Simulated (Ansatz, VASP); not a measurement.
# Pb (Pb(511)): VASP beside Ansatz, part 2 of 2

Wanted: the spread between two codes on one cell, functional and k mesh.  The structure shown is the end of the Ansatz relaxation below.

VASP 6.6.1 and Ansatz 0.2.0.

So far: Set-up; Ansatz: relaxation, PBE with D3(BJ).

## 3. VASP: single point, PBE with D3(BJ)

Level of this step: PBE with D3(BJ); plane waves and PAW (Pb_d) (VASP).

The same cell, functional, mesh and smearing now go to VASP, with its own data sets and cutoff.

Lines of VASP's logs that name or quote its potential files are left out, and so is its time.

INCAR

```
SYSTEM = Pb
PREC = Accurate
ENCUT = 400
EDIFF = 1E-06
NELM = 100
ISMEAR = -1
SIGMA = 0.1
LREAL = .FALSE.
ALGO = Normal
GGA = PE
IVDW = 12
NBANDS = 86
LORBIT = 11
LWAVE = .FALSE.
LCHARG = .FALSE.
KPAR = 2
NCORE = 2
ISIF = 0
LDIPOL = .TRUE.
IDIPOL = 3
DIPOL = 0.5 0.5 0.5
LVHAR = .TRUE.
```

POSCAR

```
Pb
1.0
    3.5001785700     -0.0000000010      0.0000000000
   -1.7500892825      9.0937306705      0.0000000000
    0.0000000000      0.0000000000     25.5736514975
Pb
10
Direct
    0.5555555550      0.1111111100      0.3323733414
    0.7407407400      0.4814814800      0.3696237100
    0.9259259250      0.8518518500      0.4068740786
    0.1134859137      0.2211496371      0.4406634800
    0.2907393282      0.5838294538      0.4805442055
    0.4820623363      0.9565060258      0.5199437705
    0.6625729865      0.3210140941      0.5564258687
    0.8520392967      0.6865558868      0.5957527824
    0.0317566120      0.0647703705      0.6294200851
    0.2205102843      0.4244225984      0.6627148164
```

KPOINTS

```
Automatic mesh
0
Gamma
8 3 1
0 0 0
```

PAW data sets: Pb_d (PBE family, release 64).

Command:

```console
$ mpirun -np 4 vasp_std
```

Numbers of over 12 decimals in the logs are rounded to 6 here.

The log of the run:

```text
[banner, memory and clock lines left out]
running    4 mpi-ranks, on    1 nodes
 distrk:  each k-point on    2 cores,    2 groups
 distr:  one band on    2 cores,    1 groups

 POSCAR found type information on POSCAR Pb
 POSCAR found :  1 types and      10 ions
 LDA part: xc-table for (Slater+PW92), standard interpolation
|                                                                             |
|           W    W    AA    RRRRR   N    N  II  N    N   GGGG   !!!           |
|           W    W   A  A   R    R  NN   N  II  NN   N  G    G  !!!           |
|           W    W  A    A  R    R  N N  N  II  N N  N  G       !!!           |
|           W WW W  AAAAAA  RRRRR   N  N N  II  N  N N  G  GGG   !            |
|           WW  WW  A    A  R   R   N   NN  II  N   NN  G    G                |
|           W    W  A    A  R    R  N    N  II  N    N   GGGG   !!!           |
|                                                                             |
|     Your reciprocal lattice and k-lattice belong to different lattice       |
|     classes:                                                                |
|                                                                             |
|        The reciprocal lattice is base centered orthorhombic,                |
|        whereas your k-lattice is simple monoclinic.                         |
|                                                                             |
|     Results are often still useful ...                                      |
|                                                                             |

 POSCAR, INCAR and KPOINTS ok, starting setup
 FFT: planning ... GRIDC
 FFT: planning ... GRID_SOFT
 FFT: planning ... GRID
 WAVECAR not read
 entering main loop
       N       E                     dE             d eps       ncg     rms          rms(c)
DAV:   1     0.150151824356E+04    0.15015E+04   -0.56268E+04  2556   0.123E+03
DAV:   2     0.116173081437E+03   -0.13853E+04   -0.13595E+04  2394   0.411E+02
DAV:   3    -0.273247523284E+02   -0.14350E+03   -0.14167E+03  2560   0.184E+02
DAV:   4    -0.344533452964E+02   -0.71286E+01   -0.71098E+01  2600   0.521E+01
DAV:   5    -0.347364954051E+02   -0.28315E+00   -0.28310E+00  2914   0.852E+00    0.187E+00
DAV:   6    -0.344776922133E+02    0.25880E+00   -0.33256E-01  3124   0.826E+00    0.114E+00
DAV:   7    -0.344806108324E+02   -0.29186E-02   -0.48387E-01  3008   0.863E+00    0.785E-01
DAV:   8    -0.344344714861E+02    0.46139E-01   -0.58204E-01  2900   0.849E+00    0.515E-01
DAV:   9    -0.344099236181E+02    0.24548E-01   -0.15989E-01  2880   0.445E+00    0.292E-01
DAV:  10    -0.344099752473E+02   -0.51629E-04   -0.47396E-02  2728   0.170E+00    0.176E-01
DAV:  11    -0.344084836550E+02    0.14916E-02   -0.75791E-03  2808   0.611E-01    0.853E-02
DAV:  12    -0.344078926128E+02    0.59104E-03   -0.18248E-03  2632   0.472E-01    0.605E-02
DAV:  13    -0.344081511824E+02   -0.25857E-03   -0.16607E-03  2504   0.459E-01    0.547E-02
DAV:  14    -0.344080600252E+02    0.91157E-04   -0.26727E-04  2848   0.138E-01    0.347E-02
[...]
DAV:  20    -0.344089625685E+02   -0.29102E-04   -0.39960E-06  1648   0.983E-03    0.159E-03
DAV:  21    -0.344089697930E+02   -0.72245E-05   -0.11964E-06  1640   0.115E-02    0.514E-04
DAV:  22    -0.344089839534E+02   -0.14160E-04   -0.75272E-07  1560   0.477E-03    0.691E-04
DAV:  23    -0.344089954338E+02   -0.11480E-04   -0.40611E-07  1544   0.356E-03    0.350E-04
DAV:  24    -0.344090010800E+02   -0.56462E-05   -0.17354E-07  1578   0.197E-03    0.328E-04
DAV:  25    -0.344090037823E+02   -0.27024E-05   -0.10403E-07  1500   0.162E-03    0.965E-05
DAV:  26    -0.344090051372E+02   -0.13549E-05   -0.70510E-08  1492   0.932E-04    0.147E-04
DAV:  27    -0.344090054221E+02   -0.28486E-06   -0.15251E-08  1492   0.109E-03
   1 F= -.37367221E+02 E0= -.37274732E+02  d E =-.184978E+00
```

OUTCAR, selected parts (step 3):

```text
ion  position               nearest neighbor table
   1  0.556  0.111  0.332-   4 3.42   4 3.43   2 3.50   3 3.50   3 3.50
   2  0.741  0.481  0.370-   4 3.45   5 3.46   5 3.46   4 3.46   1 3.50   3 3.50
   3  0.926  0.852  0.407-   4 3.47   2 3.50   1 3.50   1 3.50   6 3.50   6 3.52   5 3.54   5 3.55

  LATTYP: Found a base centered orthorhombic cell.
 ALAT       =     3.5001785700
 B/A-ratio  =     5.1961524180
 C/A-ratio  =     7.3063847990

 Subroutine GETGRP returns: Found  1 space group operations
 (whereof  1 operations were pure point group operations)

The static configuration has the point symmetry C_1 .

 Found     13 irreducible k-points:

   k-points           NKPTS =     13   k-points in BZ     NKDIM =     13   number of bands    NBANDS=     86

   dimension x,y,z NGX =    24 NGY =   60 NGZ =  168
   dimension x,y,z NGXF=    48 NGYF=  120 NGZF=  336

   ENCUT  =  400.0 eV  29.40 Ry    5.42 a.u.   5.71 15.10 41.70*2*pi/ulx,y,z

   NELECT =     140.0000    total number of electrons

 k-points in reciprocal lattice and weights: Automatic mesh
   0.00000000  0.00000000  0.00000000       0.042
   0.12500000 -0.00000000  0.00000000       0.083
   0.25000000 -0.00000000  0.00000000       0.083
   0.37500000 -0.00000000  0.00000000       0.083
   0.50000000 -0.00000000  0.00000000       0.042
  -0.00000000  0.33333333  0.00000000       0.083
   0.12500000  0.33333333  0.00000000       0.083
   0.25000000  0.33333333  0.00000000       0.083
   0.37500000  0.33333333  0.00000000       0.083
   0.50000000  0.33333333  0.00000000       0.083
  -0.37500000  0.33333333  0.00000000       0.083
  -0.25000000  0.33333333  0.00000000       0.083
  -0.12500000  0.33333333  0.00000000       0.083

 dipolmoment           0.000000      0.000000      0.002874 electrons x Angstroem

 average (electrostatic) potential at core
       1 -97.1825       2 -97.1623       3 -97.1526       4 -97.1182       5 -97.1880
       6 -97.1854       7 -97.1266       8 -97.1697       9 -97.1649      10 -97.1489

 E-fermi :   0.4020

 k-point     1 :       0.0000    0.0000    0.0000
  band No.  band energies     occupation
    ...
     64      -1.4645      2.00000
     65      -1.4410      2.00000
     66      -0.9939      2.00000
     67      -0.5610      1.99987
     68      -0.3680      1.99909
     69       0.6870      0.10935
     70       0.7552      0.05688
     71       1.2551      0.00039
     72       1.9562      0.00000
     73       2.1165      0.00000
    ...

 k-point     2 :       0.1250   -0.0000    0.0000
  band No.  band energies     occupation
    ...
     64      -1.2880      2.00000
     65      -1.0470      2.00000
     66      -0.8625      1.99999
     67      -0.6205      1.99993
     68      -0.0627      1.98102
     69       0.6440      0.16332
     70       0.8642      0.01948
     71       0.9734      0.00658
     72       1.5846      0.00001
     73       1.7957      0.00000
    ...

 k-point     3 :       0.2500   -0.0000    0.0000
  band No.  band energies     occupation
    ...
     67      -0.5614      1.99987
     68      -0.4212      1.99947
     69      -0.2839      1.99790
     70       0.0600      1.93666
     71       0.3464      1.27115
     72       0.6721      0.12592
     73       0.8641      0.01949
     74       1.3116      0.00022
     75       1.4394      0.00006
     76       1.8897      0.00000
    ...

 Edisp (eV)   -2.95822

  energy-cutoff  :      400.00
  volume of cell :      814.00
      direct lattice vectors                 reciprocal lattice vectors
     3.500178570 -0.000000001  0.000000000     0.285699709  0.054982935  0.000000000
    -1.750089283  9.093730670  0.000000000     0.000000000  0.109965869  0.000000000
     0.000000000  0.000000000 25.573651497     0.000000000  0.000000000  0.039102746

 POSITION                                       TOTAL-FORCE (eV/Angst)
 -----------------------------------------------------------------------------------
      1.75009      1.01041      8.50000        -0.006021      0.026999      0.060178
      1.75009      4.37846      9.45263         0.009257     -0.047134      0.007538
      1.75009      7.74651     10.40526        -0.004302      0.024983     -0.075786
      0.01019      2.01108     11.26937         0.000216     -0.000771      0.008556
     -0.00411      5.30919     12.28927        -0.000428     -0.005751      0.001917
      0.01333      8.69821     13.29686        -0.000117      0.003913     -0.000512
      1.75732      2.91922     14.22984         0.001198     -0.001917     -0.008978
      1.78076      6.24335     15.23557         0.000524     -0.001611      0.002979
     -0.00220      0.58900     16.09657        -0.000554      0.000831      0.003729
      0.02905      3.85958     16.94804         0.000227      0.000458      0.000378
 -----------------------------------------------------------------------------------
    total drift:                                0.000491      0.000800      0.000520

  FREE ENERGIE OF THE ION-ELECTRON SYSTEM (eV)
  ---------------------------------------------------
  free  energy   TOTEN  =       -37.3672208646 eV

  energy  without entropy=      -37.1822426216  energy(sigma->0) =      -37.27473174

 vacuum level on the upper side and lower side of the slab         4.127         4.110

 total charge
# of ion       s       p       d       tot
------------------------------------------
    1        1.395   0.716   9.801  11.912
    2        1.392   0.730   9.802  11.924
    3        1.398   0.730   9.805  11.933
    4        1.402   0.748   9.810  11.960
    5        1.407   0.733   9.809  11.949
    6        1.407   0.732   9.809  11.948
    7        1.401   0.759   9.810  11.970
    8        1.398   0.729   9.805  11.932
    9        1.392   0.736   9.802  11.929
   10        1.392   0.739   9.802  11.933
--------------------------------------------------
tot         13.986   7.351  98.055 119.393

[... 3 further parts left out ...]
```

Dispersion corrections of this kind ignore metallic screening and tend to overbind metals.

## 4. Differences

Known differences besides the PAW data sets themselves: the cutoff is 420 eV in Ansatz and 400 eV in VASP; VASP leaves aspherical gradient terms in its spheres out (LASPH is not set), Ansatz keeps them. Total energies have different zeros and are not compared.

Compared:

```csv
quantity,Ansatz,VASP,difference
"work function, lower of the two faces (eV)",3.71,3.71,0.00
"work function, higher of the two faces (eV)",3.72,3.73,0.00
```

Forces (eV/Å; atoms numbered as in POSCAR):

```csv
atom,"Ansatz x, y, z","VASP x, y, z"
Pb1,"-0.006, 0.028, 0.062","-0.006, 0.027, 0.060"
Pb2,"0.009, -0.049, 0.010","0.009, -0.047, 0.008"
Pb3,"-0.004, 0.026, -0.077","-0.004, 0.025, -0.076"
Pb4,"0.000, -0.001, 0.006","0.000, -0.001, 0.009"
Pb5,"0.000, -0.006, 0.001","0.000, -0.006, 0.002"
Pb6,"0.000, 0.003, 0.000","0.000, 0.004, -0.001"
Pb7,"0.001, -0.002, -0.006","0.001, -0.002, -0.009"
Pb8,"0.000, -0.002, 0.004","0.001, -0.002, 0.003"
Pb9,"0.000, 0.001, 0.002","-0.001, 0.001, 0.004"
Pb10,"0.000, 0.000, -0.002","0.000, 0.000, 0.000"
```

The forces differ by 1.2 meV/Å r.m.s., which is 5.8 % of the r.m.s. force of 0.02 eV/Å (both taken over all components).

## 5. Results

* difference in work function, lower of the two faces (single point, PBE with D3(BJ)): 4.7e-4 eV

What this shows: The difference in work function, lower of the two faces is 4.7e-4 eV (single point, PBE with D3(BJ)). Differences of this kind measure data sets and numerical settings, not the functional's error against experiment.

[Lines on the potential files, build, host, timing and source positions are cut from VASP's logs without a mark.]

[Logs are printed without paths, hosts, clocks, repeated set-up lines and the standing remarks that a program may print on its own settings, such as how far it seeks lower states.]

[Hosts, paths, dates, database ids (printed as entryN), source tags and the programs' standing remarks are cut or masked in the printed files.]
